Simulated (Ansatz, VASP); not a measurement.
**Cross-check of LiRh between VASP and Ansatz**

Wanted: the spread between two codes on one cell, functional and k mesh. The cell is taken from a series of runs on this material, whose earlier steps may have relaxed, scaled, displaced or heated it; both programs get it as it stands.

Main program and level: Ansatz 0.2.0; plane waves, with VASP 6.6.1 beside it; PBEsol.

### 1. Set-up

It takes space group P-6m2 (No. 187, hexagonal). Conventional cell: a = 2.625 Å, b = 2.625 Å, c = 4.322 Å, α = 90.00°, β = 90.00°, γ = 120.00°. Nearest to Li lie 6 Li at 2.62 Å and 6 Rh at 2.64 Å. Rh has 6 Rh at 2.62 Å and 6 Li at 2.64 Å nearest. Farther neighbours are not listed.

### 2. Ansatz: relaxation of cell and atoms, PBEsol

Ansatz runs on norm-conserving files, of PseudoDojo where its log says so.

The relaxed volume is the usual yardstick between codes: in a stiff, nearly cubic crystal its relative difference is about their pressure difference at one cell divided by the bulk modulus.

Input file input.yaml:

```yaml
crystal:
  lattice:
    - [2.624976321, 0.0, 0.0]
    - [-1.3124881605, 2.2732961784, 0.0]
    - [0.0, 0.0, 4.3220652207]
  atoms:
    - { symbol: Li, position: [0.0, 0.0, 0.5] }
    - { symbol: Rh, position: [0.6666666667, 0.3333333333, 0.0] }
kpoints:
  mp_grid: { grid: [12, 12, 8] }
hamiltonian:
  xc: pbesol
  pseudopotentials: { kind: nc, accuracy: standard }
scf:
  occupations: { method: methfessel_paxton, width: 0.2 }
output:
  forces: true
  stress: true
  eigenvalues: true
relax:
  adjacent_minimum: "off"
  f_tol: 0.001
  max_steps: 60
  cell: { stress_tol: 0.01 }
```

On the command line:

```
ansatz run input.yaml --threads 4 --pin off --max-ram 10240MiB --backend cpu --events-out ev --progress --plain --runs-dir out
```

Numbers of over 12 decimals in the logs are rounded to 6 here.

The program printed:

```text
Engine: ansatz 0.2.0, aarch64-unknown-linux-gnu
Pseudopotentials: kind: nc
Pseudopotential: Li, nc, valence charge 3, recommended cutoff 1006.821291 eV (normal), Li.nc.azcp (PseudoDojo's, or run here from an input of PseudoDojo's; its table is named by hamiltonian.pseudopotentials.accuracy)
Pseudopotential: Rh, nc, valence charge 17, recommended cutoff 1197.300995 eV (normal), Rh.nc.azcp (PseudoDojo's, or run here from an input of PseudoDojo's; its table is named by hamiltonian.pseudopotentials.accuracy)
Functional definition: PBEsol
  exchange = pbesol_x
  correlation = pbesol_c
Crystal: 2 atoms, lattice volume = 25.791 Å³
Basis set: ecut = 1197.300995 eV, 2443 PW (Γ), exchange–correlation on 60×60×100 points (8 copies of the dense FFT grid, shifted against one another)
Bands: 14, of which v1, the nominal top of the filled ones, is band 10 counted from 1 (9 counted from 0)
Symmetry: 12 space group operations
Space group: P-6m2 (ITA 187), of the structure as read, at distance tolerance 3.0e-5 Å
k-points: 95 of 1152 (time reversal used)
Non-local potential: Li, projectors of the file, l = 0: 2, l = 1: 2
Non-local potential: Rh, projectors of the file, l = 0: 2, l = 1: 2, l = 2: 2
Initial density: superposition of atomic densities (chi_scale 0.1, normalization cell, long waves kept (reshape's long-wave potential 0.00 eV rms))
Initial wavefunctions: pseudopotential atomic-orbital guess
Functional: x = pbesol(κ = 0.804, μ = 0.123457), c = pbesol(β = 0.046)
SCF iter   1: F=—  HF=-3386.327706 eV  |F-HF|=—  |Δ(HF+E_count)|=         —  Δρ=1.59e-1  dr2=1.04e1  ethr=3.10e-3  ⟨swp⟩=6.1  Hψ=7857  notcnv=0
preconditioner: auto → none  [metal: Δε(μ)=0.013 eV  Ē_g=7.943 eV  σ=0.200 eV  W_gap=0.05  n_scr=2 (ndim 8)  ℏωp=23.1 eV  f_vac=0.000  D(μ)=2.34/eV (n_scr^D=34)  sad-step TF]
SCF iter   2: F=—  HF=-3384.684642 eV  |F-HF|=—  |Δ(HF+E_count)|=    1.64e0  S|Δr|=    0.00e0  Δρ=3.91e-2  dr2=2.57e-1  ethr=3.10e-3  ⟨swp⟩=3.2  Hψ=3627  notcnv=0
SCF iter   3: F=—  HF=-3384.573416 eV  |F-HF|=—  |Δ(HF+E_count)|=   1.11e-1  S|Δr|=    0.00e0  Δρ=1.40e-2  dr2=1.90e-2  ethr=1.28e-3  ⟨swp⟩=2.9  Hψ=3039  notcnv=0  defer=3
SCF iter   4: F=—  HF=-3384.568180 eV  |F-HF|=—  |Δ(HF+E_count)|=   5.24e-3  S|Δr|=    0.00e0  Δρ=4.82e-3  dr2=1.97e-3  ethr=9.48e-5  ⟨swp⟩=2.1  Hψ=2431  notcnv=0  defer=3
SCF iter   5: F=—  HF=-3384.567719 eV  |F-HF|=—  |Δ(HF+E_count)|=   4.61e-4  S|Δr|=    0.00e0  Δρ=8.23e-4  dr2=5.77e-5  ethr=9.87e-6  ⟨swp⟩=2.3  Hψ=2229  notcnv=0  defer=3
SCF iter   6: F=—  HF=-3384.567714 eV  |F-HF|=—  |Δ(HF+E_count)|=   4.49e-6  S|Δr|=    0.00e0  Δρ=6.70e-5  dr2=5.43e-7  ethr=2.89e-7  ⟨swp⟩=2.2  Hψ=2317  notcnv=0  defer=3
SCF iter   7: F=-3384.567714 eV  HF=-3384.567714 eV  |F-HF|=4.93e-9  |Δ(HF+E_count)|=   2.47e-8  S|Δr|=    0.00e0  Δρ=9.30e-6  dr2=8.75e-9  ethr=5.00e-10  ⟨swp⟩=9.5  Hψ=8263  notcnv=0
SCF 1 converged in 7 iterations: F = -3384.567714 eV  dr2 = 8.75e-9
relax step   1: F+E_penalty+E_count = -3384.56771424 eV  Δ(F+E_penalty+E_count) = +0.000e0 eV  max|allowed force component| = 4.163e-17 eV/Å  Δτ_max = 0.0000 Å  P = +0.128 GPa  Ω = 25.791 Å³  (7 SCF iters, dr2 threshold 1.00e-7 eV, accepted)
[...]
relax step   2: F+E_penalty+E_count = -3384.56770762 eV  Δ(F+E_penalty+E_count) = +6.616e-6 eV  max|allowed force component| = 2.486e-17 eV/Å  Δτ_max = 0.0000 Å  P = -0.047 GPa  Ω = 25.823 Å³  energy of the carried Pulay correction = -1.496e-5 eV  (3 SCF iters, dr2 threshold 6.43e-8 eV, accepted)
[...]
relax step   3: F+E_penalty+E_count = -3384.56771282 eV  Δ(F+E_penalty+E_count) = -5.202e-6 eV  max|allowed force component| = 9.252e-18 eV/Å  Δτ_max = 0.0000 Å  P = -0.000 GPa  Ω = 25.815 Å³  energy of the carried Pulay correction = -1.156e-5 eV  (3 SCF iters, dr2 threshold 1.22e-8 eV, accepted)
[...]
relax step   4: F+E_penalty+E_count = -3384.56772386 eV  Δ(F+E_penalty+E_count) = -1.103e-5 eV  max|allowed force component| = 1.388e-17 eV/Å  Δτ_max = 0.0000 Å  P = +0.001 GPa  Ω = 25.815 Å³  stress off target by 1.21e-3 GPa  SCF on the basis re-selected at this cell (its energy is not comparable with the rows above)  (6 SCF iters)
basis re-selected at this cell: Δ(F+E_penalty+E_count) = -1.103e-5 eV, ΔP = +0.001 GPa vs the last step (what re-selecting the basis moved, of the pressure what is left beyond the Pulay correction that the steps carried, after the strain that the cell walked since its last selection, with what the two solves' SCF thresholds leave and, on support functions, any second-order correction that the steps lacked; it is no m [...]
SCF converged after 6 iterations
Stability not checked: this state was not tested for a lower state beside it, because cold or Methfessel-Paxton smearing, or corrected tetrahedra, fill the levels in a way that the test cannot read (fill_not_monotonic; see scf.lower_state_search)
Free energy (F): -3384.567724 eV
Harris-Foulkes:  -3384.567724 eV  (|F-HF|=4.55e-13)
Internal energy: -3384.571633 eV  (E = F + TS)
E sigma→0 (E₀):  -3384.568701 eV
Entropy (-TS):   0.003909 eV (1.954 meV/atom)
Fermi energy:    12.831994 eV
--- Per-component energies (eV) ---
  E_band       = -289.219361
  E_kinetic    = 1198.510618
  E_local      = -2918.292476  (includes V_loc(G=0)·N_el)
  E_nonlocal   = 66.091265
  E_hartree    = 924.715538
  E_xc         = -556.980523
  E_vxc        = -484.959867  (∫ρ·V_xc dr)
  E_ewald      = -2098.616055
  E_smearing   = 0.003909  (= −TS)
  E_closure    = -0.000000  (closes the sum)
  Σ components = -3384.567724   (vs F -3384.567724, Δ=0.00e0)
--- Forces (eV/Å), atoms counted from 1 ---
  atom   1  Li     0.00000000    -0.00000000     0.00000000
  atom   2  Rh     0.00000000     0.00000000     0.00000000
  max |Σ_I F_I| component: 2.78e-17 eV/Å
--- Stress (GPa, compression-positive) ---
        0.001208       0.000000       0.000000
       -0.000000       0.001208       0.000000
        0.000000       0.000000       0.000730
  P = ⅓ Tr σ = 0.0010 GPa (0.010 kbar)
--- Band table (eV; the first three rows and the last of 95) ---
  k-point 0: bands = [... 6 lower, 9.0422, 10.5186, 10.5186, 13.0765, 13.0765, 13.4102, 20.4155, 30.5318]
  k-point 1: bands = [... 6 lower, 9.1152, 10.5197, 10.5197, 13.0593, 13.0717, 13.0717, 20.9284, 30.4720]
  k-point 2: bands = [... 6 lower, 9.3494, 10.5224, 10.5224, 12.2479, 13.0603, 13.0603, 22.2122, 30.1798]
  k-point 94: bands = [... 6 lower, 10.1182, 10.2439, 10.3002, 12.1589, 16.4479, 18.8404, 20.3996, 21.5671]
--- Relaxed structure (3 steps of the walk, 3 accepted, 1 SCFs on fresh bases) ---
  F+E_penalty+E_count = -3384.56772386 eV   max|allowed force component| = 1.388e-17 eV/Å   (the final SCF, on the basis selected at the relaxed cell)
  cell:  # Å, volume = 25.8154 Å³
    - [2.625883, 0, 0.0]
    - [-1.312941, 2.274081, 0.0]
    - [0.0, 0.0, 4.323121]
  atoms:
    - { symbol: Li, position: [-2.7755575615628914e-17, 0, 0.500000] }
    - { symbol: Rh, position: [0.666667, 0.333333, 0.0] }
```

### 3. VASP: relaxation of cell and atoms, PBEsol

The same cell, functional, mesh and smearing now go to VASP, with its own data sets.

Lines of VASP's logs that name or quote its potential files are left out, and so is its time.

Input file INCAR:

```
SYSTEM = LiRh
PREC = Accurate
ENCUT = 750
EDIFF = 1E-07
NELM = 120
ISMEAR = 1
SIGMA = 0.2
LREAL = .FALSE.
ALGO = Normal
GGA = PS
NBANDS = 15
LASPH = .TRUE.
LORBIT = 11
LWAVE = .FALSE.
LCHARG = .FALSE.
ISIF = 3
IBRION = 2
NSW = 80
EDIFFG = -0.005
GGA_COMPAT = .FALSE.
NELMIN = 4
KPAR = 2
```

Input file POSCAR:

```
LiRh
1.0
    2.6249760000      0.0000000000      0.0000000000
   -1.3124880000      2.2732960000      0.0000000000
    0.0000000000      0.0000000000      4.3220650000
Li Rh
1 1
Direct
    0.0000000000      0.0000000000      0.5000001157
    0.6666666667      0.3333333333      0.0000001157
```

Input file KPOINTS:

```
Automatic mesh
0
Gamma
12 12 8
0 0 0
```

PAW data sets: Li_sv and Rh_pv (PBE family, release 64).

On the command line:

```
mpirun -np 2 vasp_std
```

The program printed:

```text
[banner, memory and clock lines left out]
running    2 mpi-ranks, on    1 nodes
 distrk:  each k-point on    1 cores,    2 groups
 distr:  one band on    1 cores,    1 groups

 POSCAR found type information on POSCAR LiRh
 POSCAR found :  2 types and       2 ions
|                                                                             |
|               ----> ADVICE to this user running VASP <----                  |
|                                                                             |
|     You enforced a specific xc type in the INCAR file but a different       |
|     [... a line on the potential file left out ...]
|     I HOPE YOU KNOW WHAT YOU ARE DOING!                                     |
|                                                                             |

 LDA part: xc-table for (Slater+PW92), standard interpolation
 POSCAR, INCAR and KPOINTS ok, starting setup
 FFT: planning ... GRIDC
 FFT: planning ... GRID_SOFT
 FFT: planning ... GRID
 WAVECAR not read
 entering main loop
       N       E                     dE             d eps       ncg     rms          rms(c)
DAV:   1     0.169110071072E+03    0.16911E+03   -0.13332E+04  2850   0.173E+03
DAV:   2    -0.569262119460E+01   -0.17480E+03   -0.16868E+03  3123   0.419E+02
DAV:   3    -0.110279220212E+02   -0.53353E+01   -0.52084E+01  4970   0.626E+01
DAV:   4    -0.112355560096E+02   -0.20763E+00   -0.20745E+00  3230   0.912E+00
DAV:   5    -0.112373211062E+02   -0.17651E-02   -0.17650E-02  3871   0.859E-01    0.955E+00
DAV:   6    -0.105535677082E+02    0.68375E+00   -0.37984E+00  3382   0.253E+01    0.259E+00
DAV:   7    -0.104108204060E+02    0.14275E+00   -0.39064E-01  3277   0.667E+00    0.142E+00
DAV:   8    -0.103930896843E+02    0.17731E-01   -0.22219E-02  3732   0.137E+00    0.312E-01
DAV:   9    -0.103927376807E+02    0.35200E-03   -0.26788E-03  3488   0.457E-01    0.102E-01
DAV:  10    -0.103927943325E+02   -0.56652E-04   -0.13307E-04  3436   0.128E-01    0.110E-02
DAV:  11    -0.103927962444E+02   -0.19120E-05   -0.73329E-06  4062   0.272E-02    0.350E-03
DAV:  12    -0.103927959357E+02    0.30877E-06   -0.44423E-07  3249   0.692E-03    0.431E-04
DAV:  13    -0.103927958209E+02    0.11473E-06   -0.26160E-08  2951   0.140E-03    0.213E-04
DAV:  14    -0.103927958250E+02   -0.40795E-08   -0.46005E-09  1775   0.658E-04
   1 F= -.10392796E+02 E0= -.10394140E+02  d E =-.103928E+02
 curvature:   0.00 expect dE= 0.000E+00 dE for cont linesearch  0.000E+00
 trial: gam= 0.00000 g(F)=  0.535E-47 g(S)=  0.265E-04 ort = 0.000E+00 (trialstep = 0.100E+01)
 search vector abs. value=  0.265E-04
 bond charge predicted
       N       E                     dE             d eps       ncg     rms          rms(c)
DAV:   1    -0.103933261666E+02   -0.53035E-03   -0.80514E-03  2906   0.106E+00    0.173E-01
DAV:   2    -0.103928782239E+02    0.44794E-03   -0.22849E-03  3396   0.530E-01    0.558E-02
DAV:   3    -0.103928102464E+02    0.67977E-04   -0.14273E-04  3354   0.129E-01    0.226E-02
DAV:   4    -0.103927993339E+02    0.10913E-04   -0.27685E-05  3473   0.443E-02    0.508E-03
DAV:   5    -0.103927994956E+02   -0.16168E-06   -0.17295E-06  3214   0.116E-02    0.237E-03
DAV:   6    -0.103927996548E+02   -0.15926E-06   -0.13358E-07  3189   0.402E-03    0.323E-04
DAV:   7    -0.103927996177E+02    0.37115E-07   -0.12637E-08  1663   0.110E-03
   2 F= -.10392800E+02 E0= -.10394144E+02  d E =-.379268E-05
 trial-energy change:   -0.000004  1 .order   -0.000004   -0.000026    0.000019
 step:   0.5795(harm=  0.5795)  dis= 0.00000  next Energy=   -10.392803 (dE=-0.767E-05)
 bond charge predicted
       N       E                     dE             d eps       ncg     rms          rms(c)
DAV:   1    -0.103928963817E+02   -0.96727E-04   -0.14236E-03  2913   0.446E-01    0.720E-02
DAV:   2    -0.103928201716E+02    0.76210E-04   -0.40127E-04  3403   0.221E-01    0.231E-02
DAV:   3    -0.103928058201E+02    0.14351E-04   -0.24134E-05  3312   0.531E-02    0.961E-03
DAV:   4    -0.103928034990E+02    0.23211E-05   -0.51306E-06  3487   0.191E-02    0.216E-03
DAV:   5    -0.103928036076E+02   -0.10857E-06   -0.29467E-07  3135   0.485E-03    0.101E-03
DAV:   6    -0.103928035432E+02    0.64350E-07   -0.19844E-08  1831   0.155E-03
   3 F= -.10392804E+02 E0= -.10394148E+02  d E =-.771822E-05
 curvature:  -0.29 expect dE=-0.783E-07 dE for cont linesearch -0.336E-08
 trial: gam= 0.03113 g(F)=  0.990E-48 g(S)=  0.270E-06 ort =-0.554E-06 (trialstep = 0.916E+00)
 search vector abs. value=  0.262E-06
 reached required accuracy - stopping structural energy minimisation
```

From OUTCAR (step 3):

```text
ion  position               nearest neighbor table
   1  0.000  0.000  0.500-   2 2.64   2 2.64   2 2.64   2 2.64   2 2.64   2 2.64
   2  0.667  0.333  0.000-   1 2.64   1 2.64   1 2.64   1 2.64   1 2.64   1 2.64

  LATTYP: Found a hexagonal cell.
 ALAT       =     2.6249760000
 C/A-ratio  =     1.6465160062

 Subroutine GETGRP returns: Found 12 space group operations
 (whereof 12 operations were pure point group operations)

The static configuration has the point symmetry D_3h.

 Found     95 irreducible k-points:

   k-points           NKPTS =     95   k-points in BZ     NKDIM =     95   number of bands    NBANDS=     15

   dimension x,y,z NGX =    24 NGY =   24 NGZ =   40
   dimension x,y,z NGXF=    48 NGYF=   48 NGZF=   80

   ENCUT  =  750.0 eV  55.12 Ry    7.42 a.u.   5.86  5.86  9.65*2*pi/ulx,y,z

   NELECT =      18.0000    total number of electrons

 k-points in reciprocal lattice and weights: Automatic mesh
   0.00000000  0.00000000  0.00000000       0.001
   0.08333333 -0.00000000  0.00000000       0.005
   0.16666667 -0.00000000  0.00000000       0.005
   0.25000000 -0.00000000  0.00000000       0.005
   0.33333333 -0.00000000  0.00000000       0.005
   0.41666667  0.00000000  0.00000000       0.005
   0.50000000 -0.00000000  0.00000000       0.003
   0.08333333  0.08333333  0.00000000       0.005
   0.16666667  0.08333333  0.00000000       0.010
[...]
0.33333333  0.25000000  0.50000000       0.010
   0.33333333  0.33333333  0.50000000       0.002

 average (electrostatic) potential at core
       1 -57.0255       2 -74.9392

 E-fermi :   6.8671

 k-point     1 :       0.0000    0.0000    0.0000
  band No.  band energies     occupation
    ...
      4     -37.7487      2.00000
      5       0.6523      2.00000
      6       3.0690      2.00000
      7       4.5436      2.00000
      8       4.5436      2.00000
      9       7.1120     -0.07092
     10       7.1120     -0.07092
     11       7.4409     -0.00038
     12      14.4579      0.00000
     13      24.4137      0.00000
    ...

 k-point     2 :       0.0833   -0.0000    0.0000
  band No.  band energies     occupation
    ...
      5       0.9134      2.00000
      6       3.1700      2.00000
      7       4.3938      2.00000
      8       4.7443      2.00000
      9       6.1017      2.00000
     10       7.0589     -0.04068
     11       8.5624     -0.00000
     12      14.4446      0.00000
     13      23.9381      0.00000
     14      24.6015      0.00000
    ...

 k-point     3 :       0.1667   -0.0000    0.0000
  band No.  band energies     occupation
    ...
      6       3.4108      2.00000
      7       4.1586      2.00000
      8       5.0841      2.00000
      9       5.3204      2.00000
     10       6.9166      0.59547
     11       9.9233     -0.00000
     12      14.3930      0.00000
     13      21.4445      0.00000
     14      23.0893      0.00000
     15      25.7914      0.00000

  Total        0.0004987      0.0004987      0.0032729      0.0000000     -0.0000000     -0.0000000
  in kB        0.0310028      0.0310028      0.2034471      0.0000000     -0.0000000     -0.0000000
  external PRESSURE =       0.0884842 kB  Pullay stress =       0.0000000 kB

  energy-cutoff  :      750.00
  volume of cell :       25.77
      direct lattice vectors                 reciprocal lattice vectors
     2.624116321  0.000000000 -0.000000000     0.381080668  0.220017016 -0.000000000
    -1.312058161  2.272551496  0.000000000    -0.000000000  0.440034033 -0.000000000
     0.000000000  0.000000000  4.322072394     0.000000000 -0.000000000  0.231370488

 POSITION                                       TOTAL-FORCE (eV/Angst)
 -----------------------------------------------------------------------------------
      0.00000      0.00000      2.16104        -0.000000      0.000000      0.000000
      1.31206      0.75752      0.00000         0.000000     -0.000000      0.000000
 -----------------------------------------------------------------------------------
    total drift:                               -0.000000      0.000000     -0.000964

  FREE ENERGIE OF THE ION-ELECTRON SYSTEM (eV)
  ---------------------------------------------------
  free  energy   TOTEN  =       -10.3928035432 eV

  energy  without entropy=      -10.3968373007  energy(sigma->0) =      -10.39414813

 reached required accuracy - stopping structural energy minimisation

 total charge
# of ion       s       p       d       tot
------------------------------------------
    1        2.042   0.089   0.000   2.131
    2        0.452   6.230   7.161  13.843
--------------------------------------------------
tot          2.493   6.319   7.161  15.973

[... 3 further parts left out ...]
```

CONTCAR:

```
LiRh
   1.00000000000000
     2.6241163211330374    0.0000000000000000   -0.0000000000000000
    -1.3120581605665187    2.2725514961641826    0.0000000000000000
     0.0000000000000000    0.0000000000000000    4.3220723937381891
  Li              Rh
     1     1
Direct
     0.0000000000000000    0.0000000000000000    0.5000001156999971
     0.6666666667000030    0.3333333332999970    0.0000001156999971
```

The run keeps the 12 symmetry operations of its start, so it cannot find a distortion of lower symmetry.

### 4. Differences

Known differences besides the potentials themselves: the data sets hold 20 valence electrons in Ansatz (on norm-conserving files, of PseudoDojo where its log says so) and 18 in VASP; the cutoff is 1197.3 eV in Ansatz and 750 eV in VASP; Ansatz adds a Pulay correction to the stress that steers its cell, VASP none. Total energies have different zeros and are not compared.

Both answers:

```
                                         quantity  Ansatz   VASP  difference
                                      volume (Å³)   25.82  25.77     +0.16 %
edge a after relaxation, in the typed setting (Å)   2.626  2.624     +0.07 %
edge c after relaxation, in the typed setting (Å)   4.323  4.322     +0.02 %
```

### 5. Results

| Quantity | Value |
| --- | --- |
| difference in volume (relaxation of cell and atoms, PBEsol) | 0.16 % |

**Reading.** The difference in volume is 0.16 % (relaxation of cell and atoms, PBEsol), within the 1.2 % picked in this series as the mark of a large difference, as far as the stopping tolerances let one tell. The data sets hold unlike numbers of valence electrons (20 in Ansatz and 18 in VASP), so part of the differences may come from the potentials. How closely two codes agree says nothing of how well the functional describes the real material.

[Lines on the potential files, build, host, timing and source positions are cut from VASP's logs without a mark.]

[Logs are printed without paths, hosts, clocks, repeated set-up lines and the standing remarks that a program may print on its own settings, such as how far it seeks lower states.]

[Hosts, paths, dates, database ids (printed as entryN), source tags and the programs' standing remarks are cut or masked in the printed files.]
